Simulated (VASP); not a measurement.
HgTe (Coloradoite):

```
Hg Te
1.0
     0.00000    3.21450    3.21450
     3.21450    0.00000    3.21450
     3.21450    3.21450    0.00000
Hg Te
1 1
Direct
  0.00000 0.00000 0.00000
  0.25000 0.25000 0.25000
```

* Program: VASP 6.6.1
* Task: relaxation of cell and atoms
* Functional: PBEsol
* Potentials or basis: VASP PAW PBE potentials, release 64 (Hg, Te)
* Cutoff: 600 eV
* k mesh: 10 × 10 × 10
* Occupations: gaussian, width 0.03 eV
* Spin: no spin polarisation

At the start: pressure 1.9 GPa; volume 33.22 Å³/atom.

Where does the relaxation end?

Over 3 steps the energy falls by 7.7 meV/atom and the volume is 34.58 Å³/atom (+4.1 %); space group F-43m (No. 216, to 0.05 Å).

The path:
```
step  energy change (eV)  largest force (eV/Å)  pressure (GPa)  volume (Å³)
   1              0.0000                0.0000            1.88        66.43
   2             -0.0133                0.0000           -0.63        70.26
   3             -0.0155                0.0000            0.00        69.17
```

Final structure:
```
CELL_PARAMETERS angstrom
0.00000 3.25801 3.25801
3.25801 0.00000 3.25801
3.25801 3.25801 0.00000
ATOMIC_POSITIONS crystal
Hg 0.00000 0.00000 0.00000
Te 0.25000 0.25000 0.25000
```

Caveat: the PAW data sets were made with another functional, which shifts forces and pressure a little.
